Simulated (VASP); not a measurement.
**TlBi (relaxed from the wurtzite structure, space group P6_3mc): computed properties**

All values below come from PBEsol GGA, VASP's PBE PAW potentials (set 64) (plane waves; VASP 6.6.1).

```json
{
  "space_group": "P6_3mc (186)",
  "cell": "a = b = 4.8436 Å, c = 7.9078 Å, α = β = 90.00°, γ = 120.00°",
  "volume_per_atom": "40.17 Å³/atom",
  "band gap (over mesh and band path)": "none (metal, semimetal or under 0.01 eV)",
  "density": "8.54 g/cm³"
}
```

Space group P6₃mc (No. 186); a = b = 4.8436 Å, c = 7.9078 Å, α = β = 90.00°, γ = 120.00°

```tsv
atom	site	symmetry	x	y	z
Tl	2b	3m.	0.6667	0.3333	0.4991
Bi	2b	3m.	0.3333	0.6667	0.3759
```

Unless said otherwise, spin-orbit coupling is left out, though it shifts the bands of the heavy elements here.

The structure was generated: TlBi was put into the wurtzite type (P6_3mc), which need not be its known phase. It was relaxed first. Symmetry was kept, so distortions that lower it aren't found.
